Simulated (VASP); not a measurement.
```xyz
2
Lattice="0.0000 2.1900 2.1900 2.1900 0.0000 2.1900 2.1900 2.1900 0.0000" Properties=species:S:1:pos:R:3 pbc="T T T"
Al     0.0000     0.0000     0.0000
N      1.0950     1.0950     1.0950
```

The numbers are results of G0W0 on PBE orbitals, VASP's PBE PAW potentials (set 64) (plane waves; VASP), not measurements. Run with PREC = Normal, 500 eV cut-off, 6×6×6 Γ-centred mesh, Gaussian smearing of 0.010 eV, potentials Al_GW N_GW_new.

The mesh is coarse and the basis finite, so the quasiparticle values are not converged.

Problem. The job: AlN (zinc blende), 2 atoms, G0W0@PBE, GW step (128 bands), 500 eV, 6×6×6 Γ-centred mesh. Roughly how much core time does it take on a busy server core?

Solution. About 20 core-minutes (one run on a shared machine, a rough figure). It had 16 irreducible k-points, 128 bands, up to 544 plane waves and 0 electronic steps.

The compound is AlN in the zinc blende structure, a metastable form; wurtzite is the usual one. The cell was not relaxed at this level.
